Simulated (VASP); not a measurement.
# How number of MPI ranks and SCF threshold change a VASP run on SiNi, part 2 of 3

Aim: find what the number of MPI ranks and SCF threshold change for SiNi, and what they cost. The series runs use r2SCAN. The start is a cell from a database of measured crystal structures.

VASP 6.6.1; r2SCAN, spin-polarised from a ferromagnetic start; plane waves and PAW (Si, Ni).

Still holding for the runs below: The k-mesh is coarse for a metal.

So far. Step 4 (Number of MPI ranks: 4 ranks): Against the first of the series the energy stays within 0.01 meV an atom and the pressure within 0.01 GPa, after 16 cycles in 67 s.

## Step 5: Number of MPI ranks: 8 ranks

INCAR

```
SYSTEM = SiNi
PREC = Accurate
ENCUT = 400
EDIFF = 1E-06
NELM = 100
ISMEAR = -1
SIGMA = 0.05
LREAL = .FALSE.
ALGO = Normal
METAGGA = R2SCAN
LASPH = .TRUE.
NBANDS = 43
ISPIN = 2
MAGMOM = 0 0 0 0 1 1 1 1
LMAXMIX = 4
LORBIT = 11
LWAVE = .FALSE.
LCHARG = .FALSE.
KPAR = 8
ISIF = 2
```

POSCAR

```
SiNi
1.0
    5.1731000000      0.0000000000      0.0000000000
    0.0000000000      3.3381000000      0.0000000000
    0.0000000000      0.0000000000      5.6049000000
Si Ni
4 4
Direct
    0.3212800000      0.7500000000      0.0825000000
    0.1787200000      0.2500000000      0.5825000000
    0.8212800000      0.7500000000      0.4175000000
    0.6787200000      0.2500000000      0.9175000000
    0.0077900000      0.2500000000      0.1875200000
    0.4922100000      0.7500000000      0.6875200000
    0.5077900000      0.2500000000      0.3124800000
    0.9922100000      0.7500000000      0.8124800000
```

KPOINTS

```
Automatic mesh
0
Gamma
5 7 4
0 0 0
```

The projector-augmented-wave data sets are Si and Ni (PBE family, release 64).

The run is started by

```sh
mpirun -np 8 vasp_std
```

What it wrote:

```text
[banner, memory and clock lines left out]
running    8 mpi-ranks, on    1 nodes
[...]
|                                                                             |
|           W    W    AA    RRRRR   N    N  II  N    N   GGGG   !!!           |
|           W    W   A  A   R    R  NN   N  II  NN   N  G    G  !!!           |
|           W    W  A    A  R    R  N N  N  II  N N  N  G       !!!           |
|           W WW W  AAAAAA  RRRRR   N  N N  II  N  N N  G  GGG   !            |
|           WW  WW  A    A  R   R   N   NN  II  N   NN  G    G                |
|           W    W  A    A  R    R  N    N  II  N    N   GGGG   !!!           |
|                                                                             |
|     For optimal performance we recommend to set                             |
|       NCORE = 2 up to number-of-cores-per-socket                            |
|     NCORE specifies how many cores store one orbital (NPAR=cpu/NCORE).      |
|     This setting can greatly improve the performance of VASP for DFT.       |
[...]
|                                                                             |

 [... a notice as in an earlier step ...]

 LDA part: xc-table for (None), standard interpolation
 POSCAR, INCAR and KPOINTS ok, starting setup
[...]
entering main loop
       N       E                     dE             d eps       ncg     rms          rms(c)
[... 5 cycles as in an earlier step ...]
DAV:   6    -0.101730121895E+03   -0.22333E+01   -0.98891E+01  7063   0.152E+02    0.369E+01
DAV:   7    -0.865049797868E+02    0.15225E+02   -0.31463E+01  7355   0.903E+01    0.720E+00
DAV:   8    -0.867280447878E+02   -0.22307E+00   -0.42591E+00  8813   0.191E+01    0.491E+00
[... 1 cycle as in an earlier step ...]
DAV:  10    -0.866887172053E+02   -0.88575E-02   -0.31585E-02  8591   0.208E+00    0.622E-01
[... 1 cycle as in an earlier step ...]
DAV:  12    -0.866906307957E+02   -0.47641E-03   -0.12997E-03  7387   0.409E-01    0.155E-01
DAV:  13    -0.866907275583E+02   -0.96763E-04   -0.24816E-04  7470   0.153E-01    0.608E-02
[... 1 cycle as in an earlier step ...]
DAV:  15    -0.866907450462E+02   -0.24067E-05   -0.60628E-06  6729   0.192E-02    0.414E-03
DAV:  16    -0.866907456047E+02   -0.55848E-06   -0.83875E-07  3618   0.908E-03
   1 F= -.86690746E+02 E0= -.86686399E+02  d E =-.869338E-02  mag=    -0.0001
```

Run time: 42 s. Hardware: 8 MPI ranks of Intel Xeon 6975P-C (Granite Rapids), shared host; peak memory 2.6 GiB.

Parts of OUTCAR (step 5):

```text
  Total       -3.1773884     -1.6001031     -1.7958084      0.0000000      0.0000000      0.0000000
  in kB      -52.5972212    -26.4874687    -29.7270975      0.0000000      0.0000000      0.0000000
  external PRESSURE =     -36.2705958 kB  Pullay stress =       0.0000000 kB

 POSITION                                       TOTAL-FORCE (eV/Angst)
 -----------------------------------------------------------------------------------
      1.66201      2.50357      0.46240         0.002482     -0.000000     -0.033800
      0.92454      0.83452      3.26485        -0.002482     -0.000000     -0.033800
      4.24856      2.50357      2.34005         0.002482      0.000000      0.033800
      3.51109      0.83452      5.14250        -0.002482      0.000000      0.033800
      0.04030      0.83452      1.05103        -0.045118     -0.000000      0.127984
      2.54625      2.50357      3.85348         0.045118      0.000000      0.127984
      2.62685      0.83452      1.75142        -0.045118      0.000000     -0.127984
      5.13280      2.50357      4.55387         0.045118      0.000000     -0.127984
 -----------------------------------------------------------------------------------
    total drift:                                0.000000     -0.000000     -0.000000

  FREE ENERGIE OF THE ION-ELECTRON SYSTEM (eV)
  ---------------------------------------------------
  free  energy   TOTEN  =       -86.6907456047 eV

  energy  without entropy=      -86.6820522271  energy(sigma->0) =      -86.68639892

[... 3 parts as in an earlier step ...]

[... 1 further part left out ...]
[key lines of the parts left out:]
E-fermi :  10.3746
```

Against the first of the series the energy stays within 0.01 meV an atom and the pressure within 0.01 GPa, after 16 cycles in 42 s.

## Step 6: The number of MPI ranks series as a table

This step: convergence of r2SCAN results with the layout; plane waves and PAW (VASP 6.6.1).

No new run; the numbers come from the runs before.

Differences are taken from the run with 1 ranks. Results of the series, by row:

```
setting     status  energy less the reference (meV/atom)  pressure (GPa)  largest force difference (meV/Å)  moment (μB)  SCF cycles  wall time (s)
1 ranks  converged                                     0          -3.627                                 0     -1.00e-4          16            254
2 ranks  converged                                     0          -3.627                                 0     -1.00e-4          16            129
4 ranks  converged                                     0          -3.627                                 0     -1.00e-4          16             67
8 ranks  converged                                     0          -3.627                                 0     -1.00e-4          16             42
```

## Step 7: SCF threshold: EDIFF = 0.01

This step: r2SCAN, spin-polarised from a ferromagnetic start; plane waves and PAW (Si, Ni) (VASP 6.6.1).

EDIFF stops the electronic loop; forces need it tighter than energies do.

Edit INCAR of step 5 so:

```diff
@@ -3,3 +3,3 @@
 ENCUT = 400
-EDIFF = 1E-06
+EDIFF = 0.01
 NELM = 100
```

POSCAR is that of step 5.

KPOINTS is that of step 5.

The run is started by

```sh
mpirun -np 8 vasp_std
```

What it wrote:

```text
[banner, memory and clock lines left out]
running    8 mpi-ranks, on    1 nodes
 distrk:  each k-point on    1 cores,    8 groups
 distr:  one band on    1 cores,    1 groups

 POSCAR found type information on POSCAR SiNi
 POSCAR found :  2 types and       8 ions
 [... a notice as in an earlier step ...]

 [... a notice as in an earlier step ...]

 LDA part: xc-table for (None), standard interpolation
 POSCAR, INCAR and KPOINTS ok, starting setup
 FFT: planning ... GRIDC
 FFT: planning ... GRID_SOFT
 FFT: planning ... GRID
 WAVECAR not read
 entering main loop
       N       E                     dE             d eps       ncg     rms          rms(c)
[... 9 cycles as in an earlier step ...]
DAV:  10    -0.866883206225E+02   -0.84609E-02   -0.27619E-02  4799   0.208E+00
   1 F= -.86688321E+02 E0= -.86683990E+02  d E =-.866049E-02  mag=     0.0185
```

It took 28 s on 8 MPI ranks; peak memory 2.5 GiB.

OUTCAR, selected parts (step 7):

```text
   NELECT =      56.0000    total number of electrons

 E-fermi :  10.3639

 spin component 1
 k-point     1 :       0.0000    0.0000    0.0000
  band No.  band energies     occupation
    ...
     24       8.3137      1.00000
     25       8.3586      1.00000
     26       9.1087      1.00000
     27       9.2791      1.00000
     28       9.2952      1.00000
     29      10.9249      0.00001
     30      11.6826      0.00000
     31      13.9053      0.00000
     32      14.5973      0.00000
     33      14.8572      0.00000
    ...

 k-point     2 :       0.2000    0.0000    0.0000
  band No.  band energies     occupation
    ...
     24       8.2971      1.00000
     25       8.3347      1.00000
     26       8.8301      1.00000
     27       9.4851      1.00000
     28       9.8154      0.99998
     29      12.0316      0.00000
     30      12.1289      0.00000
     31      13.4518      0.00000
     32      14.7836      0.00000
     33      14.8251      0.00000
    ...

  Total       -1.1931404      0.5881625      0.2524946      0.0000000      0.0000000      0.0000000
  in kB      -19.7507705      9.7362071      4.1796954      0.0000000      0.0000000      0.0000000
  external PRESSURE =      -1.9449560 kB  Pullay stress =       0.0000000 kB

 POSITION                                       TOTAL-FORCE (eV/Angst)
 -----------------------------------------------------------------------------------
      1.66201      2.50357      0.46240         0.012075     -0.000000     -0.028068
      0.92454      0.83452      3.26485        -0.012075     -0.000000     -0.028068
      4.24856      2.50357      2.34005         0.012075     -0.000000      0.028068
      3.51109      0.83452      5.14250        -0.012075     -0.000000      0.028068
      0.04030      0.83452      1.05103        -0.048136      0.000000      0.126527
      2.54625      2.50357      3.85348         0.048136     -0.000000      0.126527
      2.62685      0.83452      1.75142        -0.048136     -0.000000     -0.126527
      5.13280      2.50357      4.55387         0.048136     -0.000000     -0.126527
 -----------------------------------------------------------------------------------
    total drift:                                0.000000     -0.000000     -0.000000

  FREE ENERGIE OF THE ION-ELECTRON SYSTEM (eV)
  ---------------------------------------------------
  free  energy   TOTEN  =       -86.6883206225 eV

  energy  without entropy=      -86.6796601294  energy(sigma->0) =      -86.68399038

 magnetization (x)
# of ion       s       p       d       tot
------------------------------------------
    1        0.001   0.001   0.000   0.002
    2        0.001   0.001   0.000   0.002
    3        0.001   0.001   0.000   0.002
    4        0.001   0.001   0.000   0.002
    5       -0.000  -0.000  -0.005  -0.006
    6       -0.000  -0.000  -0.005  -0.006
    7       -0.000  -0.000  -0.005  -0.006
    8       -0.000  -0.000  -0.005  -0.006
--------------------------------------------------
tot          0.001   0.003  -0.018  -0.014

[... 9 parts as in an earlier step ...]

[... 13 further parts left out ...]
```

Numbers from this step:

* SCF cycles: 10
* free energy (TOTEN): -86.6883 eV
* energy at zero smearing: -86.6840 eV
* Fermi energy: 10.36 eV
* pressure: -0.1945 GPa
* moment of the cell, from the last line of the log: 0.0185 μB

The series starts at -10.8355 eV an atom and -0.19 GPa, after 10 cycles in 28 s.

## Step 8: SCF threshold: EDIFF = 0.001

Edit INCAR of step 7 so:

```diff
@@ -3,3 +3,3 @@
 ENCUT = 400
-EDIFF = 0.01
+EDIFF = 0.001
 NELM = 100
```

POSCAR is that of step 7.

KPOINTS is that of step 7.

The run is started by

```sh
mpirun -np 8 vasp_std
```

What it wrote:

```text
[... set-up lines as in an earlier step ...]
 entering main loop
       N       E                     dE             d eps       ncg     rms          rms(c)
[... 10 cycles as in an earlier step ...]
DAV:  11    -0.866901293375E+02   -0.14121E-02   -0.43210E-03  6047   0.556E-01    0.302E-01
DAV:  12    -0.866905952260E+02   -0.46589E-03   -0.13809E-03  3619   0.449E-01
   1 F= -.86690595E+02 E0= -.86686270E+02  d E =-.864976E-02  mag=    -0.0010
```

Elapsed: 33 s, on 8 MPI ranks; peak memory 2.6 GiB.

OUTCAR, selected parts (step 8):

```text
  Total       -2.4298236     -0.8261750     -1.0317550     -0.0000000      0.0000000      0.0000000
  in kB      -40.2223316    -13.6761725    -17.0792616     -0.0000000      0.0000000      0.0000000
  external PRESSURE =     -23.6592552 kB  Pullay stress =       0.0000000 kB

 POSITION                                       TOTAL-FORCE (eV/Angst)
 -----------------------------------------------------------------------------------
      1.66201      2.50357      0.46240         0.003170      0.000000     -0.031536
      0.92454      0.83452      3.26485        -0.003170      0.000000     -0.031536
      4.24856      2.50357      2.34005         0.003170      0.000000      0.031536
      3.51109      0.83452      5.14250        -0.003170      0.000000      0.031536
      0.04030      0.83452      1.05103        -0.052566     -0.000000      0.132873
      2.54625      2.50357      3.85348         0.052566     -0.000000      0.132873
      2.62685      0.83452      1.75142        -0.052566      0.000000     -0.132873
      5.13280      2.50357      4.55387         0.052566     -0.000000     -0.132873
 -----------------------------------------------------------------------------------
    total drift:                                0.000000     -0.000000     -0.000000

  FREE ENERGIE OF THE ION-ELECTRON SYSTEM (eV)
  ---------------------------------------------------
  free  energy   TOTEN  =       -86.6905952260 eV

  energy  without entropy=      -86.6819454646  energy(sigma->0) =      -86.68627035

 magnetization (x)
# of ion       s       p       d       tot
------------------------------------------
    1       -0.000   0.000   0.000  -0.000
    2       -0.000   0.000   0.000  -0.000
    3       -0.000   0.000   0.000  -0.000
    4       -0.000   0.000   0.000  -0.000
    5       -0.000   0.000  -0.000  -0.000
    6       -0.000   0.000  -0.000  -0.000
    7       -0.000   0.000  -0.000  -0.000
    8       -0.000   0.000  -0.000  -0.000
--------------------------------------------------
tot         -0.000   0.000  -0.001  -0.001

[... 2 parts as in an earlier step ...]

[... 1 further part left out ...]
[key lines of the parts left out:]
E-fermi :  10.3709
```

Against the run before the energy moves by -0.28 meV an atom and the pressure by -2.17 GPa, after 12 cycles in 33 s.

## Step 9: SCF threshold: EDIFF = 1E-04

Edit INCAR of step 8 so:

```diff
@@ -3,3 +3,3 @@
 ENCUT = 400
-EDIFF = 0.001
+EDIFF = 1E-04
 NELM = 100
```

POSCAR is that of step 8.

KPOINTS is that of step 8.

The run is started by

```sh
mpirun -np 8 vasp_std
```

What it wrote:

```text
[... set-up lines as in an earlier step ...]
 entering main loop
       N       E                     dE             d eps       ncg     rms          rms(c)
[... 11 cycles as in an earlier step ...]
DAV:  12    -0.866906307244E+02   -0.47634E-03   -0.12990E-03  7227   0.409E-01    0.155E-01
DAV:  13    -0.866907243059E+02   -0.93582E-04   -0.21610E-04  4943   0.153E-01
   1 F= -.86690724E+02 E0= -.86686384E+02  d E =-.867964E-02  mag=     0.0011
```

The job ended after 37 s (8 MPI ranks; peak memory 2.6 GiB).

Parts of OUTCAR (step 9):

```text
  Total       -3.0473642     -1.4760258     -1.6679523      0.0000000      0.0000000      0.0000000
  in kB      -50.4448532    -24.4335438    -27.6106177      0.0000000      0.0000000      0.0000000
  external PRESSURE =     -34.1630049 kB  Pullay stress =       0.0000000 kB

 POSITION                                       TOTAL-FORCE (eV/Angst)
 -----------------------------------------------------------------------------------
      1.66201      2.50357      0.46240         0.002722      0.000000     -0.033100
      0.92454      0.83452      3.26485        -0.002722     -0.000000     -0.033100
      4.24856      2.50357      2.34005         0.002722     -0.000000      0.033100
      3.51109      0.83452      5.14250        -0.002722     -0.000000      0.033100
      0.04030      0.83452      1.05103        -0.048798      0.000000      0.131528
      2.54625      2.50357      3.85348         0.048798     -0.000000      0.131528
      2.62685      0.83452      1.75142        -0.048798     -0.000000     -0.131528
      5.13280      2.50357      4.55387         0.048798     -0.000000     -0.131528
 -----------------------------------------------------------------------------------
    total drift:                                0.000000     -0.000000     -0.000000

  FREE ENERGIE OF THE ION-ELECTRON SYSTEM (eV)
  ---------------------------------------------------
  free  energy   TOTEN  =       -86.6907243059 eV

  energy  without entropy=      -86.6820446691  energy(sigma->0) =      -86.68638449

 magnetization (x)
# of ion       s       p       d       tot
------------------------------------------
    1       -0.000  -0.000   0.000  -0.000
    2       -0.000  -0.000   0.000  -0.000
    3       -0.000  -0.000   0.000  -0.000
    4       -0.000  -0.000   0.000  -0.000
    5        0.000   0.000  -0.000  -0.000
    6        0.000   0.000  -0.000  -0.000
    7        0.000   0.000  -0.000  -0.000
    8        0.000   0.000  -0.000  -0.000
--------------------------------------------------
tot         -0.000  -0.000  -0.001  -0.001

[... 2 parts as in an earlier step ...]

[... 1 further part left out ...]
[key lines of the parts left out:]
E-fermi :  10.3736
```

Against the run before the energy moves by -0.01 meV an atom and the pressure by -1.05 GPa, after 13 cycles in 37 s.

## Step 10: SCF threshold: EDIFF = 1E-05

Edit INCAR of step 9 so:

```diff
@@ -3,3 +3,3 @@
 ENCUT = 400
-EDIFF = 1E-04
+EDIFF = 1E-05
 NELM = 100
```

POSCAR is that of step 9.

KPOINTS is that of step 9.

The run is started by

```sh
mpirun -np 8 vasp_std
```

What it wrote:

```text
[... set-up lines as in an earlier step ...]
 entering main loop
       N       E                     dE             d eps       ncg     rms          rms(c)
[... 13 cycles as in an earlier step ...]
DAV:  14    -0.866907425838E+02   -0.15025E-04   -0.35386E-05  6498   0.420E-02    0.183E-02
DAV:  15    -0.866907449494E+02   -0.23656E-05   -0.59818E-06  3522   0.197E-02
   1 F= -.86690745E+02 E0= -.86686399E+02  d E =-.869125E-02  mag=    -0.0001
```

Wall time 44 s (8 MPI ranks); peak memory 2.6 GiB; 5.7 min of CPU time.

OUTCAR, selected parts (step 10):

```text
  Total       -3.1523770     -1.5744218     -1.7706077     -0.0000000      0.0000000      0.0000000
  in kB      -52.1831924    -26.0623510    -29.3099341     -0.0000000      0.0000000      0.0000000
  external PRESSURE =     -35.8518259 kB  Pullay stress =       0.0000000 kB

 POSITION                                       TOTAL-FORCE (eV/Angst)
 -----------------------------------------------------------------------------------
      1.66201      2.50357      0.46240         0.002517     -0.000000     -0.033654
      0.92454      0.83452      3.26485        -0.002517      0.000000     -0.033654
      4.24856      2.50357      2.34005         0.002517     -0.000000      0.033654
      3.51109      0.83452      5.14250        -0.002517      0.000000      0.033654
      0.04030      0.83452      1.05103        -0.045221     -0.000000      0.128023
      2.54625      2.50357      3.85348         0.045221      0.000000      0.128023
      2.62685      0.83452      1.75142        -0.045221      0.000000     -0.128023
      5.13280      2.50357      4.55387         0.045221     -0.000000     -0.128023
 -----------------------------------------------------------------------------------
    total drift:                                0.000000     -0.000000     -0.000000

  FREE ENERGIE OF THE ION-ELECTRON SYSTEM (eV)
  ---------------------------------------------------
  free  energy   TOTEN  =       -86.6907449494 eV

  energy  without entropy=      -86.6820536991  energy(sigma->0) =      -86.68639932

 magnetization (x)
# of ion       s       p       d       tot
------------------------------------------
    1        0.000   0.000   0.000   0.000
    2        0.000   0.000   0.000   0.000
    3        0.000   0.000   0.000   0.000
    4        0.000   0.000   0.000   0.000
    5       -0.000   0.000  -0.000  -0.000
    6       -0.000   0.000  -0.000  -0.000
    7       -0.000   0.000  -0.000  -0.000
    8       -0.000   0.000  -0.000  -0.000
--------------------------------------------------
tot         -0.000   0.000  -0.000  -0.000

[... 2 parts as in an earlier step ...]

[... 1 further part left out ...]
[key lines of the parts left out:]
E-fermi :  10.3745
```

Against the run before the energy stays within 0.01 meV an atom; the pressure moves by -0.17 GPa, after 15 cycles in 44 s.

## Step 11: SCF threshold: EDIFF = 1E-06

Edit INCAR of step 10 so:

```diff
@@ -3,3 +3,3 @@
 ENCUT = 400
-EDIFF = 1E-05
+EDIFF = 1E-06
 NELM = 100
```

POSCAR is that of step 10.

KPOINTS is that of step 10.

The run is started by

```sh
mpirun -np 8 vasp_std
```

What it wrote:

```text
[... set-up lines as in an earlier step ...]
 entering main loop
       N       E                     dE             d eps       ncg     rms          rms(c)
[... 16 cycles as in an earlier step ...]
   1 F= -.86690746E+02 E0= -.86686399E+02  d E =-.869338E-02  mag=    -0.0001
```

The job ended after 54 s (8 MPI ranks; peak memory 2.6 GiB).

OUTCAR, selected parts (step 11):

```text
[... 7 parts as in an earlier step ...]

[... 1 further part left out ...]
[key lines of the parts left out:]
E-fermi :  10.3746
```

Against the run before the energy stays within 0.01 meV an atom; the pressure moves by -0.04 GPa, after 16 cycles in 54 s.

[end of part 2 of 3]

[Lines on the potential files, build, host, timing and source positions are cut from VASP's logs without a mark.]

[Logs are printed without paths, hosts, clocks, repeated set-up lines and the standing remarks that a program may print on its own settings, such as how far it seeks lower states.]

[Hosts, paths, dates, database ids (printed as entryN), source tags and the programs' standing remarks are cut or masked in the printed files.]

[A measured line is paired with the nearest computed mode of its activity, which favours agreement.]
